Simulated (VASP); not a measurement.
Calculation: PBE GGA, VASP's PBE PAW potentials (set 64) (plane waves; VASP 6.6.1).

The input files of a VASP run:

**INCAR**
```
PREC  =  Accurate
SYSTEM  =  PtAl2
ISMEAR  =  0
SIGMA  =  0.05   ! width (eV)
LREAL  =  .FALSE.
ENCUT  =  400
GGA  =  PE   ! PBE
LCHARG  =  .FALSE.
LORBIT  =  11   ! lm-projected
NELM  =  100
EDIFF  =  1E-7
LMAXMIX  =  6   ! l cut-off of mixed one-centre charges
ICHARG  =  11   ! fixed density
LASPH  =  .TRUE.   ! aspherical one-centre terms
ALGO  =  Normal   ! blocked Davidson
LWAVE  =  .FALSE.
```

**POSCAR**
```
PtAl2
1
    0.0000000000     2.9713969636     2.9713969636
    2.9713969636     0.0000000000     2.9713969636
    2.9713969636     2.9713969636     0.0000000000
Al Pt
2 1
Direct
  0.2500000000   0.2500000000   0.2500000000
  0.7500000000   0.7500000000   0.7500000000
  0.0000000000   0.0000000000   0.0000000000
```

File KPOINTS:
```
k-points along high-symmetry lines
15
Line-mode
Reciprocal
  0.000000   0.000000   0.000000 ! GAMMA
  0.500000   0.000000   0.500000 ! X

  0.500000   0.000000   0.500000 ! X
  0.625000   0.250000   0.625000 ! U

  0.375000   0.375000   0.750000 ! K
  0.000000   0.000000   0.000000 ! GAMMA

  0.000000   0.000000   0.000000 ! GAMMA
  0.500000   0.500000   0.500000 ! L

  0.500000   0.500000   0.500000 ! L
  0.500000   0.250000   0.750000 ! W

  0.500000   0.250000   0.750000 ! W
  0.500000   0.000000   0.500000 ! X
```

POTCAR, in this order: Al Pt (PBE.64 set). Program: vasp_std. Read from the step before: CHGCAR.

Q: What will the output report for the number of irreducible k-points (NKPTS), number of bands (NBANDS), largest plane-wave count, number of space-group operations, FFT grid (NGX, NGY, NGZ)?

A: 
```
Property                                       Value
--------------------------------------  ------------
number of irreducible k-points (NKPTS)            90
number of bands (NBANDS)                          12
largest plane-wave count                         966
number of space-group operations                  48
FFT grid (NGX, NGY, NGZ)                28 × 28 × 28
```

The compound is PtAl2 in the fluorite structure. It was relaxed first.
